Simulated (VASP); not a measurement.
Here is the system:

```
MgS
1.0
    0.00000     2.55940     2.55940
    2.55940     0.00000     2.55940
    2.55940     2.55940     0.00000
Mg S
1 1
Direct
  0.00000   0.00000   0.00000
  0.50000   0.50000   0.50000
```

Computed with PBE GGA, VASP's PBE PAW potentials (set 64) (plane waves; VASP). Run with 480 eV cut-off, 8×8×8 Γ-centred mesh, Gaussian smearing of 0.050 eV, potentials Mg S.

Task: Give the stress tensor in GPa (positive for a compressed cell).

Result: 
```
5.10  0.00  0.00
0.00  5.10  0.00
0.00  0.00  5.10
```
The pressure is its mean diagonal, 5.10 GPa.

The compound is MgS in the rock salt structure. This cell was strained or had an atom moved on purpose.
